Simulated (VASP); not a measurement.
The system is Nb2SnSe.

```xyz
4
Lattice="-2.6912 2.9797 3.3467 2.6912 -2.9797 3.3467 2.6912 2.9797 -3.3467" Properties=species:S:1:pos:R:3 pbc="T T T"
Nb    0.0000    4.5351    0.0000
Nb    0.0000    1.4243    0.0000
Sn    0.0000    0.0000    3.3467
Se    2.6912    0.0000    0.0000
```

The cell was built by a generator and needn't be a form met in nature.

| Property | Result |
| --- | --- |
| Program | VASP 6.6.1 |
| Task | relaxation of cell and atoms |
| Functional | PBE |
| Potentials or basis | VASP PAW PBE potentials, release 64 (Nb_sv, Sn_d, Se) |
| Cutoff | 520 eV |
| k mesh | 4 × 4 × 4 |
| Occupations | gaussian, width 0.15 eV |
| Spin | no spin polarisation |

At the start: pressure -14.3 GPa; volume 26.84 Å³/atom.

**Question.** How do energy, volume and symmetry change on relaxing?

**Answer.** Over 17 steps the energy falls by 899.1 meV/atom and the volume is 18.75 Å³/atom (-30.1 %); space group Immm (No. 71, to 0.05 Å).

Step by step:
| step | energy change (eV) | largest force (eV/Å) | pressure (GPa) | volume (Å³) |
| --- | --- | --- | --- | --- |
| 1 | 0.0000 | 0.4918 | -14.27 | 107.35 |
| 2 | -1.0652 | 0.4060 | 15.45 | 74.30 |
| 3 | -1.4241 | 0.1013 | 0.53 | 83.07 |
| 4 | -2.5211 | 0.1573 | 5.76 | 74.43 |
| 5 | -2.7821 | 0.5021 | 14.67 | 69.41 |
| 6 | -3.4522 | 0.4949 | 4.26 | 73.04 |
| 7 | -3.5623 | 0.2829 | 2.59 | 73.71 |
| 8 | -3.5279 | 0.2076 | 0.41 | 75.02 |
| 9 | -3.5655 | 0.2761 | 1.79 | 74.08 |
| 10 | -3.5662 | 0.2836 | 1.89 | 74.00 |
| 11 | -3.5914 | 0.1193 | 0.24 | 74.87 |
| 12 | -3.5932 | 0.0387 | -0.73 | 75.36 |
| 13 | -3.5941 | 0.0651 | -0.51 | 75.22 |
| 14 | -3.5940 | 0.0755 | -0.37 | 75.13 |
| 15 | -3.5941 | 0.0675 | -0.42 | 75.17 |
| 16 | -3.5942 | 0.0594 | -0.26 | 75.19 |
| 17 | -3.5963 | 0.0385 | -0.05 | 74.99 |

Final structure:
```cif
data_structure
_symmetry_space_group_name_H-M 'P 1'
_symmetry_Int_Tables_number 1
_cell_length_a 4.7347
_cell_length_b 4.7347
_cell_length_c 4.7347
_cell_angle_alpha 120.802
_cell_angle_beta 89.933
_cell_angle_gamma 119.281
_cell_volume 74.99
loop_
_atom_site_label
_atom_site_type_symbol
_atom_site_fract_x
_atom_site_fract_y
_atom_site_fract_z
_atom_site_occupancy
Nb1 Nb 0.76453 0.00000 0.76453 1
Nb2 Nb 0.23547 0.00000 0.23547 1
Sn1 Sn 0.50000 0.50000 0.00000 1
Se1 Se 0.00000 0.50000 0.50000 1
```

Caveat: the k mesh is coarse (spacing up to 0.39 Å⁻¹), so the values aren't converged; the volume moved by over 15 % at a fixed basis, so the end points are rough.
